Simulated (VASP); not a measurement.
Here is a VASP 6.6.1 calculation.

The input INCAR:

```
PREC = Accurate
ENCUT = 600
EDIFF = 1E-7
ISMEAR = 0
SIGMA = 0.1
LREAL = False
LASPH = True
NELM = 100
ALGO = Normal
ISIF = 3
LWAVE = False
LCHARG = False
GGA = PS
IBRION = 2
NSW = 90
EDIFFG = -0.005
```

Contents of KPOINTS:

```
regular mesh
0
Gamma
  12 12 8
```

Contents of POSCAR:

```
SnAu
1.0
    4.3610265800      0.0000000000      0.0000000000
   -2.1805132900      3.7767598000      0.0000000000
    0.0000000000      0.0000000000      5.5940042400
Sn Au
2 2
Direct
    0.6666666700      0.3333333300      0.7500000000
    0.3333333300      0.6666666700      0.2500000000
    0.0000000000      0.0000000000      0.5000000000
    0.0000000000      0.0000000000      0.0000000000
```

Potentials or basis: VASP PAW PBE potentials, release 64 (Sn_d, Au).

Launch:

```console
$ cat potpaw_PBE.64/Sn_d/POTCAR potpaw_PBE.64/Au/POTCAR > POTCAR
$ mpirun -np 1 vasp_std > vasp.out
```

Task: Estimate the relaxed cell.

Result: a = 4.333 Å, b = 4.333 Å, c = 5.552 Å, α = 90.00°, β = 90.00°, γ = 120.00°.

Task: Predict the relaxed volume.

Result: 22.57 Å³/atom.

Task: Estimate the space group after relaxing (to 0.05 Å).

Result: P6_3/mmc (No. 194).

Final structure:
```cif
data_structure
_symmetry_space_group_name_H-M 'P 1'
_symmetry_Int_Tables_number 1
_cell_length_a 4.3333
_cell_length_b 4.3333
_cell_length_c 5.5521
_cell_angle_alpha 90.000
_cell_angle_beta 90.000
_cell_angle_gamma 120.000
_cell_volume 90.29
loop_
_atom_site_label
_atom_site_type_symbol
_atom_site_fract_x
_atom_site_fract_y
_atom_site_fract_z
_atom_site_occupancy
Sn1 Sn 0.66667 0.33333 0.75000 1
Sn2 Sn 0.33333 0.66667 0.25000 1
Au1 Au 0.00000 0.00000 0.50000 1
Au2 Au 0.00000 0.00000 0.00000 1
```

Caveat: the PAW data sets were made with another functional, which shifts forces and pressure a little. The run has no spin-orbit coupling, so splittings on Au are missing.
